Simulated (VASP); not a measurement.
Level of theory: PBE GGA, VASP's PBE PAW potentials (set 64) (plane waves; VASP).

VASP ran on this input.

### POSCAR
```
AlN
1
    1.5644225524    -2.7096593394     0.0000000000
    1.5644225524     2.7096593394     0.0000000000
    0.0000000000    -0.0000000000     5.0096013077
Al N
2 2
Direct
  0.6666670000   0.3333330000   0.5000482511
  0.3333330000   0.6666670000   0.0000482511
  0.6666670000   0.3333330000   0.8819517489
  0.3333330000   0.6666670000   0.3819517489
```

INCAR:
```
SYSTEM = AlN
PREC = Accurate
ENCUT = 480
EDIFF = 1E-6
NELM = 100
ALGO = Normal
LREAL = .FALSE.
LASPH = .TRUE.
ISMEAR = 0
SIGMA = 0.05
GGA = PE
LWAVE = .FALSE.
LCHARG = .FALSE.
IBRION = 2
ISIF = 3
NSW = 60
EDIFFG = -0.02
```

**KPOINTS**
```
Automatic mesh
0
Gamma
7 7 4
0 0 0
```

POTCAR, in this order: Al N (PBE.64 set). Program: vasp_std.

Output of the run:

OUTCAR:
```
 ion  position               nearest neighbor table
   1  0.667  0.333  0.500-   4 1.90   4 1.90   4 1.90   3 1.91   2 3.09   2 3.09   2 3.09   2 3.09
                             2 3.09   2 3.09
   2  0.333  0.667  0.000-   3 1.90   3 1.90   3 1.90   4 1.91   1 3.09   1 3.09   1 3.09   1 3.09
                             1 3.09   1 3.09
   3  0.667  0.333  0.882-   2 1.90   2 1.90   2 1.90   1 1.91
   4  0.333  0.667  0.382-   1 1.90   1 1.90   1 1.90   2 1.91
  LATTYP: Found a hexagonal cell.
 ALAT       =     3.1288450997
 C/A-ratio  =     1.6011023710
 Subroutine PRICEL returns:
 Original cell was already a primitive cell.
 Subroutine GETGRP returns: Found 12 space group operations
The static configuration has the point symmetry C_3v.
 The point group associated with its full space group is C_6v.
The dynamic configuration has the point symmetry C_3v.
 Subroutine INISYM returns: Found 12 space group operations
 Subroutine IBZKPT returns following result:
 Found     24 irreducible k-points:

 Following reciprocal coordinates:
            Coordinates               Weight
  0.000000  0.000000  0.000000      1.000000
  0.142857 -0.000000  0.000000      6.000000
  0.285714 -0.000000  0.000000      6.000000
...
```

**OSZICAR**
```
       N       E                     dE             d eps       ncg     rms          rms(c)
DAV:   1     0.506664074246E+02    0.50666E+02   -0.72798E+03   576   0.112E+03
DAV:   2    -0.305319877688E+02   -0.81198E+02   -0.74362E+02   840   0.217E+02
DAV:   3    -0.344327932968E+02   -0.39008E+01   -0.38836E+01   748   0.522E+01
DAV:   4    -0.344663046769E+02   -0.33511E-01   -0.33507E-01   656   0.548E+00
DAV:   5    -0.344668130005E+02   -0.50832E-03   -0.50831E-03   732   0.688E-01    0.121E+01
DAV:   6    -0.297787026191E+02    0.46881E+01   -0.17036E+01   688   0.309E+01    0.425E+00
DAV:   7    -0.297934688740E+02   -0.14766E-01   -0.60314E-01   632   0.612E+00    0.289E+00
DAV:   8    -0.297869057917E+02    0.65631E-02   -0.75166E-02   644   0.282E+00    0.485E-01
DAV:   9    -0.297823071115E+02    0.45987E-02   -0.19653E-02   724   0.104E+00    0.243E-01
DAV:  10    -0.297828695000E+02   -0.56239E-03   -0.22333E-03   680   0.362E-01    0.129E-01
DAV:  11    -0.297828047833E+02    0.64717E-04   -0.18949E-04   668   0.108E-01    0.330E-02
DAV:  12    -0.297828066143E+02   -0.18311E-05   -0.79211E-06   608   0.285E-02    0.864E-03
DAV:  13    -0.297828063218E+02    0.29256E-06   -0.56078E-06   708   0.172E-02
   1 F= -.29782806E+02 E0= -.29782806E+02  d E =-.297828E+02
```

### OUTCAR
```
------------------------ aborting loop because EDIFF is reached ----------------------------------------
  FORCE on cell =-STRESS in cart. coord.  units (eV):
  Direction    XX          YY          ZZ          XY          YZ          ZX
  --------------------------------------------------------------------------------------
  Total       -0.0139397     -0.0139397      0.0586398      0.0000000     -0.0000000      0.0000000
  in kB       -0.5258511     -0.5258510      2.2120827      0.0000000     -0.0000000      0.0000000
  external PRESSURE =       0.3867935 kB  Pullay stress =       0.0000000 kB
  volume of cell :       42.47
      direct lattice vectors                 reciprocal lattice vectors
     1.564422552 -2.709659339  0.000000000     0.319606745 -0.184525041  0.000000000
     1.564422552  2.709659339  0.000000000     0.319606745  0.184525041  0.000000000
     0.000000000  0.000000000  5.009601308     0.000000000  0.000000000  0.199616684
  FREE ENERGIE OF THE ION-ELECTRON SYSTEM (eV)
  ---------------------------------------------------
  free  energy   TOTEN  =       -29.7828063218 eV

  energy  without entropy=      -29.7828063218  energy(sigma->0) =      -29.78280632

 reached required accuracy - stopping structural energy minimisation
```
(Selected blocks of OUTCAR.)

The compound is AlN in the wurtzite structure. It was relaxed first. The start is the result of an earlier pass.
